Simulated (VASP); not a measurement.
MoI:

```
Mo I
1.0
     3.62326    0.00000    0.00000
     0.00000    3.62326    0.00000
     0.00000    0.00000    5.04208
Mo I
1 1
Cartesian
  1.8116 1.8116 2.5210
  0.0000 0.0000 2.5210
```

The cell was built by a generator and needn't be a form met in nature.

| Quantity | Value |
| --- | --- |
| Program | VASP 6.6.1 |
| Task | relaxation of cell and atoms |
| Functional | BLYP |
| Potentials or basis | VASP PAW PBE potentials, release 64 (Mo_sv, I) |
| Cutoff | 600 eV |
| k mesh | 7 × 7 × 5 |
| Occupations | fermi-dirac, width 0.05 eV |
| Spin | no spin polarisation |

At the start: pressure 15.2 GPa; volume 33.10 Å³/atom.

**Question.** How do energy, volume and symmetry change on relaxing?

**Answer.** Over 22 steps the energy falls by 696.9 meV/atom and the volume is 26.31 Å³/atom (-20.5 %); space group P4/mmm (No. 123, to 0.05 Å).

Step by step:
| step | energy change (eV) | largest force (eV/Å) | pressure (GPa) | volume (Å³) |
| --- | --- | --- | --- | --- |
| 1 | 0.0000 | 0.0000 | 15.24 | 66.19 |
| 2 | 0.0590 | 0.0000 | -6.25 | 99.40 |
| 3 | -0.7577 | 0.0000 | -1.56 | 79.28 |
| 4 | -0.7617 | 0.0000 | -1.06 | 78.52 |
| 5 | -0.7622 | 0.0000 | -0.76 | 78.09 |
| 6 | -0.7868 | 0.0000 | -0.87 | 76.41 |
| 7 | -0.8810 | 0.0000 | -1.27 | 71.35 |
| 8 | -1.1565 | 0.0000 | -1.68 | 61.17 |
| 9 | -0.0508 | 0.0000 | 32.14 | 40.64 |
| 10 | -1.2153 | 0.0000 | -1.50 | 59.22 |
| 11 | -1.3630 | 0.0000 | 3.12 | 49.95 |
| 12 | -1.3506 | 0.0000 | -0.21 | 54.34 |
| 13 | -1.3851 | 0.0000 | 0.86 | 52.34 |
| 14 | -1.3877 | 0.0000 | 1.50 | 51.51 |
| 15 | -1.2999 | 0.0000 | -0.83 | 52.64 |
| 16 | -1.3907 | 0.0000 | 1.05 | 51.67 |
| 17 | -1.3908 | 0.0000 | 0.98 | 51.70 |
| 18 | -1.3892 | 0.0000 | -1.08 | 53.81 |
| 19 | -1.3938 | 0.0000 | 0.01 | 52.60 |
| 20 | -1.3938 | 0.0000 | -0.04 | 52.64 |
| 21 | -1.3938 | 0.0000 | 0.02 | 52.61 |
| 22 | -1.3939 | 0.0000 | -0.03 | 52.63 |

Final structure:
```yaml
crystal:
  lattice:
    - [4.00294, 0.00000, 0.00000]
    - [0.00000, 4.00294, 0.00000]
    - [0.00000, 0.00000, 3.28437]
  atoms:
    - { symbol: Mo, position: [0.50000, 0.50000, 0.50000] }
    - { symbol: I, position: [0.00000, 0.00000, 0.50000] }
```

Caveat: the volume moved by over 15 % at a fixed basis, so the end points are rough; the PAW data sets were made with another functional, which shifts forces and pressure a little; this functional lacks dispersion, which binds the layers, so the pressure and a relaxed spacing across them are unreliable; an odd number of electrons without spin polarisation forces a metal; a magnetic or distorted state may lie lower.
